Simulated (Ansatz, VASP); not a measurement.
# Cross-check of WSO (2H-WOS monolayer) between VASP and Ansatz

Wanted: the spread between two codes on one cell, functional and k mesh. The cell is taken from a series of runs on this material, whose earlier steps may have relaxed, scaled, displaced or heated it; both programs get it as it stands.

Main program and level: Ansatz 0.2.0; plane waves, with VASP 6.6.1 beside it; single point at LDA and single point at PBE, spin-orbit coupling.

## 1. The structure

The cell holds 3 atoms: 1 S, 1 W and 1 O. Cell: a = 2.954 Å, b = 2.954 Å, c = 20.767 Å, α = 90.0°, β = 90.0°, γ = 120.0°. Vacuum lies along c.

Coordinates:

```xyz
3
Lattice="2.9544 0.0000 0.0000 -1.4772 2.5586 0.0000 0.0000 0.0000 20.7675" Properties=species:S:1:pos:R:3
S     0.0000    1.7057    9.0000
W     2.9544    0.0000   10.6238
O     0.0000    1.7057   11.7675
```

## 2. VASP: single point, LDA

With cell and atoms fixed, the geometry can't cause a difference; cores, projectors, grids and the points listed under the comparison can.

Lines of VASP's logs that name or quote its potential files are left out, and so is its time.

File INCAR:

```
SYSTEM = WSO
PREC = Accurate
ENCUT = 520
EDIFF = 1E-06
NELM = 120
ISMEAR = -1
SIGMA = 0.05
LREAL = .FALSE.
ALGO = Normal
GGA = PW92
NBANDS = 15
LASPH = .TRUE.
LORBIT = 11
LWAVE = .FALSE.
LCHARG = .FALSE.
ISIF = 2
LDIPOL = .TRUE.
IDIPOL = 3
DIPOL = 0.5 0.5 0.504
LVHAR = .TRUE.
GGA_COMPAT = .FALSE.
EFERMI = MIDGAP
NELMDL = -8
KPAR = 2
```

File POSCAR:

```
WSO
1.0
    2.9544241935      0.0000000000      0.0000000000
   -1.4772120967      2.5586064051      0.0000000000
    0.0000000000      0.0000000000     20.7674768900
S W O
1 1 1
Direct
    0.3333333333      0.6666666667      0.4333699297
    1.0000000000      0.0000000000      0.5115610607
    0.3333333333      0.6666666667      0.5666300703
```

File KPOINTS:

```
Automatic mesh
0
Gamma
18 18 1
0 0 0
```

The projector-augmented-wave data sets are S, W and O (LDA family, release 64).

The run is started by

```bash
> mpirun -np 2 vasp_std
```

Numbers of over 12 decimals in the logs are rounded to 6 here.

The log of the run:

```text
[banner, memory and clock lines left out]
running    2 mpi-ranks, on    1 nodes
 distrk:  each k-point on    1 cores,    2 groups
 distr:  one band on    1 cores,    1 groups

 POSCAR found type information on POSCAR S W O
 POSCAR found :  3 types and       3 ions
|                                                                             |
|               ----> ADVICE to this user running VASP <----                  |
|                                                                             |
|     You enforced a specific xc type in the INCAR file but a different       |
|     [... a line on the potential file left out ...]
|     I HOPE YOU KNOW WHAT YOU ARE DOING!                                     |
|                                                                             |

 LDA part: xc-table for (Slater(with rela. corr.)+PW92), standard interpolation
 POSCAR, INCAR and KPOINTS ok, starting setup
 FFT: planning ... GRIDC
 FFT: planning ... GRID_SOFT
 FFT: planning ... GRID
 WAVECAR not read
 entering main loop
       N       E                     dE             d eps       ncg     rms          rms(c)
DAV:   1     0.143911610374E+03    0.14391E+03   -0.67463E+03  1110   0.911E+02
DAV:   2    -0.141946891099E+02   -0.15811E+03   -0.14709E+03  1731   0.205E+02
DAV:   3    -0.312923928749E+02   -0.17098E+02   -0.16921E+02  1537   0.820E+01
DAV:   4    -0.316068463189E+02   -0.31445E+00   -0.31239E+00  1433   0.129E+01
DAV:   5    -0.316131832433E+02   -0.63369E-02   -0.63321E-02  1531   0.164E+00
DAV:   6    -0.316133832975E+02   -0.20005E-03   -0.20005E-03  1445   0.292E-01
DAV:   7    -0.316133905891E+02   -0.72916E-05   -0.72915E-05  1595   0.499E-02
DAV:   8    -0.316133909109E+02   -0.32172E-06   -0.32176E-06  1392   0.102E-02    0.350E+01
DAV:   9    -0.290115657208E+02    0.26018E+01   -0.99542E+00  1551   0.297E+01    0.133E+01
DAV:  10    -0.288121835927E+02    0.19938E+00   -0.26115E+00  1565   0.168E+01    0.965E+00
DAV:  11    -0.286314410903E+02    0.18074E+00   -0.42564E-01  1579   0.740E+00    0.839E-01
DAV:  12    -0.286331369695E+02   -0.16959E-02   -0.10978E-01  1481   0.233E+00    0.843E-01
DAV:  13    -0.286325796506E+02    0.55732E-03   -0.26178E-03  1607   0.400E-01    0.528E-01
DAV:  14    -0.286313772391E+02    0.12024E-02   -0.32358E-03  1509   0.417E-01    0.413E-01
[...]
DAV:  18    -0.286318726462E+02   -0.20447E-03   -0.46042E-05  1460   0.366E-02    0.476E-02
DAV:  19    -0.286319348585E+02   -0.62212E-04   -0.53006E-06  1453   0.136E-02    0.279E-02
DAV:  20    -0.286320299430E+02   -0.95084E-04   -0.21320E-05  1474   0.298E-02    0.305E-02
DAV:  21    -0.286320418329E+02   -0.11890E-04   -0.17019E-06  1292   0.124E-02    0.218E-02
DAV:  22    -0.286320612063E+02   -0.19373E-04   -0.36907E-06  1439   0.123E-02    0.921E-03
DAV:  23    -0.286320647329E+02   -0.35266E-05   -0.30779E-07  1325   0.416E-03    0.893E-03
DAV:  24    -0.286320679148E+02   -0.31819E-05   -0.29750E-07  1214   0.265E-03    0.756E-03
DAV:  25    -0.286320687919E+02   -0.87708E-06   -0.50189E-08  1283   0.139E-03
   1 F= -.28632069E+02 E0= -.28632069E+02  d E =-.321695E-08
```

Parts of OUTCAR (step 2):

```text
ion  position               nearest neighbor table
   1  0.333  0.667  0.433-   2 2.36   2 2.36   2 2.36
   2  0.000  0.000  0.512-   3 2.05   3 2.05   3 2.05   1 2.36   1 2.36   1 2.36
   3  0.333  0.667  0.567-   2 2.05   2 2.05   2 2.05

  LATTYP: Found a hexagonal cell.
 ALAT       =     2.9544241935
 C/A-ratio  =     7.0292806753

 Subroutine GETGRP returns: Found  6 space group operations
 (whereof  6 operations were pure point group operations)

The static configuration has the point symmetry C_3v.

 Found     37 irreducible k-points:

   k-points           NKPTS =     37   k-points in BZ     NKDIM =     37   number of bands    NBANDS=     15

   dimension x,y,z NGX =    24 NGY =   24 NGZ =  160
   dimension x,y,z NGXF=    48 NGYF=   48 NGZF=  320

   ENCUT  =  520.0 eV  38.22 Ry    6.18 a.u.   5.49  5.49 38.61*2*pi/ulx,y,z

   NELECT =      18.0000    total number of electrons

 k-points in reciprocal lattice and weights: Automatic mesh
   0.00000000  0.00000000  0.00000000       0.003
   0.05555556  0.00000000  0.00000000       0.019
   0.11111111  0.00000000  0.00000000       0.019
   0.16666667  0.00000000  0.00000000       0.019
   0.22222222  0.00000000  0.00000000       0.019
   0.27777778  0.00000000  0.00000000       0.019
   0.33333333  0.00000000  0.00000000       0.019
   0.38888889  0.00000000  0.00000000       0.019
   0.44444444  0.00000000  0.00000000       0.019
[...]
0.33333333  0.27777778  0.00000000       0.037
   0.33333333  0.33333333  0.00000000       0.006

 dipolmoment           0.000000      0.000000      0.074244 electrons x Angstroem

 average (electrostatic) potential at core
       1 -95.3428       2 -49.5028       3 -79.7933

 E-fermi :  -1.8803

 k-point     1 :       0.0000    0.0000    0.0000
  band No.  band energies     occupation
    ...
      5      -8.1300      2.00000
      6      -6.3711      2.00000
      7      -4.9181      2.00000
      8      -4.9180      2.00000
      9      -2.6955      2.00000
     10      -0.2132      0.00000
     11      -0.2132      0.00000
     12       0.3452      0.00000
     13       0.3452      0.00000
     14       1.3188      0.00000
    ...

 k-point     2 :       0.0556    0.0000    0.0000
  band No.  band energies     occupation
    ...
      5      -8.0963      2.00000
      6      -6.3529      2.00000
      7      -5.0411      2.00000
      8      -4.9735      2.00000
      9      -2.7458      2.00000
     10      -0.2794      0.00000
     11      -0.1995      0.00000
     12       0.2300      0.00000
     13       0.4035      0.00000
     14       1.5042      0.00000
    ...

 k-point     3 :       0.1111    0.0000    0.0000
  band No.  band energies     occupation
    ...
      5      -8.0083      2.00000
      6      -6.3876      2.00000
      7      -5.3140      2.00000
      8      -5.1075      2.00000
      9      -2.9322      2.00000
     10      -0.4068      0.00000
     11      -0.2047      0.00000
     12       0.0351      0.00000
     13       0.6074      0.00000
     14       1.8823      0.00000
    ...

  Total        0.0629020      0.0629020      0.0919489      0.0000000      0.0000000     -0.0000000
  in kB        0.6419709      0.6419709      0.9384200      0.0000000      0.0000000     -0.0000000
  external PRESSURE =       0.7407872 kB  Pullay stress =       0.0000000 kB

  energy-cutoff  :      520.00
  volume of cell :      156.99
      direct lattice vectors                 reciprocal lattice vectors
     2.954424193  0.000000000  0.000000000     0.338475430  0.195418881  0.000000000
    -1.477212097  2.558606405  0.000000000     0.000000000  0.390837762  0.000000000
     0.000000000  0.000000000 20.767476890     0.000000000  0.000000000  0.048152214

 POSITION                                       TOTAL-FORCE (eV/Angst)
 -----------------------------------------------------------------------------------
     -0.00000      1.70574      9.00000         0.000000     -0.000000      0.005345
      0.00000      0.00000     10.62383         0.000000     -0.000000     -0.122787
     -0.00000      1.70574     11.76748        -0.000000      0.000000      0.117442
 -----------------------------------------------------------------------------------
    total drift:                                0.000000     -0.000000     -0.000550

  FREE ENERGIE OF THE ION-ELECTRON SYSTEM (eV)
  ---------------------------------------------------
  free  energy   TOTEN  =       -28.6320687919 eV

  energy  without entropy=      -28.6320687887  energy(sigma->0) =      -28.63206879

 vacuum level on the upper side and lower side of the slab         4.073         2.295

 total charge
# of ion       s       p       d       tot
------------------------------------------
    1        1.364   2.387   0.000   3.751
    2        0.586   0.822   4.359   5.767
    3        1.564   3.415   0.000   4.979
--------------------------------------------------
tot          3.514   6.624   4.359  14.497

[... 3 further parts left out ...]
```

This run has no spin polarisation, so a moment on W, if there is one, isn't seen. The data set W keeps the semicore shell frozen, which is cheaper and a little less accurate.

## 3. Ansatz: single point, LDA

Ansatz runs on its default PAW (the set named soft_2) files.

The same cell, functional (in two slightly different forms), mesh and smearing now go to Ansatz, which takes its cutoff from its data sets.

File input.yaml:

```yaml
crystal:
  lattice:
    - [2.9544241935, 0.0, 0.0]
    - [-1.4772120967, 2.5586064051, 0.0]
    - [0.0, 0.0, 20.76747689]
  atoms:
    - { symbol: S, position: [0.3333333333, 0.6666666667, 0.4333699297] }
    - { symbol: W, position: [0.0, 0.0, 0.5115610607] }
    - { symbol: O, position: [0.3333333333, 0.6666666667, 0.5666300703] }
kpoints:
  mp_grid: { grid: [18, 18, 1] }
  band_path:
    path: [[0, 0, 0], [0.5, 0, 0], [0.33333333, 0.33333333, 0], [0, 0, 0]]
    npoints: 16
hamiltonian:
  xc: lda
scf:
  occupations: { method: fermi_dirac, width: 0.05 }
  convergence: { dr2_threshold: 1.0e-10 }
efield:
  axis: 3
  dipole_correction: true
  ramp_position: 0.97
  ramp_width: 0.06
  amplitude: 0
output:
  dos: { projected: true, e_range: [-6, 5] }
  bader: true
  write_potential: true
  write_density: true
  volumetric_format: npy
  elf: true
```

The run is started by

```bash
> ansatz run input.yaml --threads 2 --pin off --max-ram 3072MiB --backend cpu --events-out ev --progress --plain --runs-dir out
```

The log of the run:

```text
Engine: ansatz 0.2.0, x86_64-unknown-linux-gnu
Pseudopotentials: kind: paw
Pseudopotential: S, paw, valence charge 6, recommended cutoff 420 eV (normal), S.paw.azcp
Pseudopotential: W, paw, valence charge 14, recommended cutoff 420 eV (normal), W.paw.azcp
Pseudopotential: O, paw, valence charge 6, recommended cutoff 420 eV (normal), O.paw.azcp
Functional definition: SPW92
  exchange = slater_x
  correlation = pw_c
Crystal: 3 atoms, lattice volume = 156.986 Å³
Basis set: ecut = 420 eV, 3009 PW (Γ)
Bands: 17, of which v1, the nominal top of the filled ones, is band 13 counted from 1 (12 counted from 0)
Symmetry: 6 space group operations
Space group: P3m1 (ITA 156), of the structure as read, at distance tolerance 5.4e-5 Å
k-points: 37 of 324 (time reversal used)
Non-local potential: S, projectors of the file, l = 0: 2, l = 1: 2, l = 2: 2
Non-local potential: W, projectors of the file, l = 0: 3, l = 1: 2, l = 2: 2, l = 3: 1
Non-local potential: O, projectors of the file, l = 0: 2, l = 1: 2, l = 2: 1
PAW form: soft (Blöchl's): semilocal exchange-correlation on the pseudo side does not see the compensation charge
PAW frozen core: S, regenerated for the run's functional, and the local potential with it (the file was generated under x = pbe(κ = 0.804, μ = 0.219515), c = pbe(β = 0.066725))
PAW frozen core: W, regenerated for the run's functional, and the local potential with it (the file was generated under x = pbe(κ = 0.804, μ = 0.219515), c = pbe(β = 0.066725))
PAW frozen core: O, regenerated for the run's functional, and the local potential with it (the file was generated under x = pbe(κ = 0.804, μ = 0.219515), c = pbe(β = 0.066725))
PAW one-centre angular grid: S, 110 points (default); XC on 64 Gauss nodes
PAW one-centre angular grid: W, 590 points (default); XC on 64 Gauss nodes
PAW one-centre angular grid: O, 110 points (default); XC on 64 Gauss nodes
Initial density: superposition of atomic densities (neutral atoms: chi_scale 0, normalization atom), corrected by the library's trained network
Initial wavefunctions: pseudopotential atomic-orbital guess
Functional: x = slater, c = lda
SCF iter   1: F=—  HF=-11556.193431 eV  |F-HF|=—  |Δ(HF+E_count)|=         —  Δρ=1.05e-2  dr2=2.28e-1  ethr=1.77e-3  p=-0.053 e·Å  D=-6.11e-2 V/Å  ΔV_dip=1.27 eV  dr2_dipole=9.71e-4  V_vac-E_F(+/−)=6.06/4.79 eV  ⟨swp⟩=10.7  Hψ=5017  notcnv=0
efield: sawtooth ramp at fractional position 0.9700 (set: `efield.ramp_position`, or a place that a band, a saddle search or an elastic batch's reference lends), width 0.0600; the density the first Hamiltonian is built on has a dipole p = -0.053 e·Å; the dipole correction subtracts the counter field D = -6.11e-2 V/Å, which shifts the + side's vacuum level by +1.27 eV against the − side's; the planar-averaged density in the ramp window peaks in size at 2.3e-5 e/Å³
preconditioner: auto → none  [insulator: Δε(μ)=1.500 eV  Ē_g=10.188 eV  σ=0.050 eV  W_gap=1.00  n_scr=12 (ndim 8)  ℏωp=12.6 eV  f_vac=0.711  D(μ)=0.00/eV (n_scr^D=0)  ε∞_Penn≈2.5]
SCF iter   2: F=—  HF=-11556.254373 eV  |F-HF|=—  |Δ(HF+E_count)|=   6.09e-2  Δρ=1.46e-2  dr2=5.34e-1  ethr=8.78e-4  p=-0.032 e·Å  D=-3.74e-2 V/Å  ΔV_dip=0.78 eV  dr2_dipole=3.24e-2  V_vac-E_F(+/−)=5.22/4.44 eV  ⟨swp⟩=3.3  Hψ=1671  notcnv=0  recentre
SCF iter   3: F=—  HF=-11556.159761 eV  |F-HF|=—  |Δ(HF+E_count)|=   9.46e-2  Δρ=3.90e-3  dr2=4.55e-2  ethr=8.78e-4  p=-0.067 e·Å  D=-7.78e-2 V/Å  ΔV_dip=1.62 eV  dr2_dipole=5.29e-3  V_vac-E_F(+/−)=5.92/4.30 eV  ⟨swp⟩=3.0  Hψ=1254  notcnv=0
SCF iter   4: F=—  HF=-11556.156116 eV  |F-HF|=—  |Δ(HF+E_count)|=   3.64e-3  Δρ=2.36e-3  dr2=8.83e-3  ethr=1.75e-4  p=-0.055 e·Å  D=-6.30e-2 V/Å  ΔV_dip=1.31 eV  dr2_dipole=1.88e-3  V_vac-E_F(+/−)=5.79/4.48 eV  ⟨swp⟩=2.9  Hψ=1194  notcnv=0
SCF iter   5: F=—  HF=-11556.156081 eV  |F-HF|=—  |Δ(HF+E_count)|=   3.55e-5  Δρ=7.12e-4  dr2=4.37e-4  ethr=3.40e-5  p=-0.067 e·Å  D=-7.70e-2 V/Å  ΔV_dip=1.60 eV  dr2_dipole=1.42e-5  V_vac-E_F(+/−)=5.87/4.27 eV  ⟨swp⟩=2.0  Hψ=842  notcnv=0
SCF iter   6: F=—  HF=-11556.156355 eV  |F-HF|=—  |Δ(HF+E_count)|=   2.75e-4  Δρ=1.80e-4  dr2=3.43e-5  ethr=1.68e-6  p=-0.069 e·Å  D=-7.91e-2 V/Å  ΔV_dip=1.64 eV  dr2_dipole=5.21e-6  V_vac-E_F(+/−)=5.86/4.22 eV  ⟨swp⟩=2.0  Hψ=1014  notcnv=0
SCF iter   7: F=—  HF=-11556.156393 eV  |F-HF|=—  |Δ(HF+E_count)|=   3.77e-5  Δρ=6.15e-5  dr2=1.23e-5  ethr=1.32e-7  p=-0.069 e·Å  D=-7.96e-2 V/Å  ΔV_dip=1.65 eV  dr2_dipole=1.60e-6  V_vac-E_F(+/−)=5.86/4.21 eV  ⟨swp⟩=2.6  Hψ=1063  notcnv=0
SCF iter   8: F=—  HF=-11556.156390 eV  |F-HF|=—  |Δ(HF+E_count)|=   3.29e-6  Δρ=1.28e-5  dr2=1.19e-7  ethr=4.72e-8  p=-0.069 e·Å  D=-7.99e-2 V/Å  ΔV_dip=1.66 eV  dr2_dipole=3.63e-9  V_vac-E_F(+/−)=5.86/4.20 eV  ⟨swp⟩=2.4  Hψ=878  notcnv=0
SCF iter   9: F=—  HF=-11556.156391 eV  |F-HF|=—  |Δ(HF+E_count)|=   1.21e-6  Δρ=2.28e-6  dr2=7.22e-9  ethr=4.56e-10  p=-0.069 e·Å  D=-7.99e-2 V/Å  ΔV_dip=1.66 eV  dr2_dipole=1.01e-9  V_vac-E_F(+/−)=5.86/4.20 eV  ⟨swp⟩=3.4  Hψ=1448  notcnv=0
SCF iter  10: F=—  HF=-11556.156391 eV  |F-HF|=—  |Δ(HF+E_count)|=  8.51e-10  Δρ=6.07e-7  dr2=6.66e-10  ethr=2.78e-11  p=-0.069 e·Å  D=-8.00e-2 V/Å  ΔV_dip=1.66 eV  dr2_dipole=2.40e-12  V_vac-E_F(+/−)=5.86/4.20 eV  ⟨swp⟩=2.8  Hψ=1104  notcnv=0
SCF iter  11: F=-11556.156391 eV  HF=-11556.156391 eV  |F-HF|=3.64e-11  |Δ(HF+E_count)|=  1.67e-10  Δρ=1.82e-7  dr2=4.34e-11  ethr=1.00e-12  p=-0.069 e·Å  D=-8.00e-2 V/Å  ΔV_dip=1.66 eV  dr2_dipole=6.68e-13  V_vac-E_F(+/−)=5.86/4.20 eV  ⟨swp⟩=5.7  Hψ=2419  notcnv=0
SCF 1 converged in 11 iterations: F = -11556.156391 eV  dr2 = 4.34e-11
  greatest PAW one-centre occupation: 1.000 electrons in one spin orbital (limit 2), on the W atom at site 1 (counted from 0), in its partial waves of l = 0
NSCF: frozen V_eff on 49 k-points
efield: sawtooth ramp at fractional position 0.9700 (kept from the solve that this one continues, or follows in the run), width 0.0600; the density the first Hamiltonian is built on has a dipole p = -0.069 e·Å; the dipole correction subtracts the counter field D = -8.00e-2 V/Å, which shifts the + side's vacuum level by +1.66 eV against the − side's; the planar-averaged density in the ramp window peaks in size at 3.9e-6 e/Å³
WARN: The output density's exchange-correlation potential varies sharply where the density is thin. Do not read a vacuum level from v_tot or v_xc, or from such a field of the output density. On a cell that repeats whose density bears no net charge and no dipole along the vacuum's axis use v_es (v_loc + v_h of the components); under efield.dipole_correction with no amplitude use v_es + v_field, which holds any externa [...]
SCF converged after 11 iterations
Free energy (F): -11556.156391 eV
Harris-Foulkes:  -11556.156391 eV  (|F-HF|=3.64e-11)
Internal energy: -11556.156391 eV  (E = F + TS)
E sigma→0 (E₀):  -11556.156391 eV
Fermi energy:    -0.094412 eV
Dipole field:    D = -0.079957 V/Å  (p = -0.069367 e·Å, saw-weighted, corrected)
Work function:   Φ+ = 5.8626 eV   Φ− = 4.2021 eV
Levels:          The Fermi level and band energies are counted from a zero that moves with the ramp; work functions are not
--- Per-component energies (eV) ---
  E_band       = -535.134828
  E_kinetic    = 736.147987
  E_local      = -20151.225783  (includes V_loc(G=0)·N_el)
  E_nonlocal   = 84.986394
  E_hartree    = 9694.220475
  E_xc         = -435.118997
  E_vxc        = -421.551997  (∫ρ·V_xc dr)
  E_paw        = -9025.277100  (= ΣΔE_a)
  E_vpaw       = -172.208868  (= ΣTr[D̂ρ^β])
  E_aug_tail   = 0.002443  (compensation charges beyond the density's cutoff)
  E_efield     = 0.002773  (sawtooth field / dipole correction)
  E_vefield    = 0.274307  (∫n·V_field dr)
  E_ewald      = 7539.572145
  E_core_change = 0.533272  (= ΣΔE_core)
  E_smearing   = -0.000000  (= −TS)
  E_closure    = -0.000000  (closes the sum)
  Σ components = -11556.156391   (vs F -11556.156391, Δ=0.00e0)
--- Band table (eV; the first three rows and the last of 37) ---
  k-point 0: bands = [... 9 lower, -4.5936, -3.1219, -3.1219, -0.9257, 1.5678, 1.5678, 2.1449, 2.1449]
  k-point 1: bands = [... 9 lower, -4.5756, -3.2469, -3.1762, -0.9752, 1.5003, 1.5822, 2.0291, 2.2034]
  k-point 2: bands = [... 9 lower, -4.6116, -3.5228, -3.3073, -1.1606, 1.3766, 1.5801, 1.8284, 2.4071]
  k-point 36: bands = [... 9 lower, -6.0447, -5.2655, -4.1592, -1.9210, 0.7431, 2.2624, 3.3648, 4.1427]
--- Bader charges: 3 sites ---
  site symbol  charge [e]  shift [e]
     0      S     -0.6000     0.0033
     1      W      1.6407     0.0034
     2      O     -1.0407     0.0001
  estimated error of the sums over rays = 4.2e-4 e
```

## 4. Comparison

Known differences besides the potentials themselves: the data sets hold 26 valence electrons in Ansatz (on its default PAW (the set named soft_2) files) and 18 in VASP; the cutoff is 420 eV in Ansatz and 520 eV in VASP; VASP's log shows a relativistic correction to its local exchange, Ansatz's none. Total energies have different zeros and are not compared.

The two programs side by side:

```
              quantity  Ansatz   VASP  difference
gap on the k mesh (eV)   1.669  1.639      +0.029
```

A gap on the mesh is an upper bound, since the band edges may lie between its points; neither run holds spin-orbit coupling, which can move the band edges of a compound of W. With vacuum in the cell, a pressure given here is an average over mostly empty space and none of the material.

(Part 1 of 2 ends here.)

[Lines on the potential files, build, host, timing and source positions are cut from VASP's logs without a mark.]

[Logs are printed without paths, hosts, clocks, repeated set-up lines and the standing remarks that a program may print on its own settings, such as how far it seeks lower states.]

[Hosts, paths, dates, database ids (printed as entryN), source tags and the programs' standing remarks are cut or masked in the printed files.]
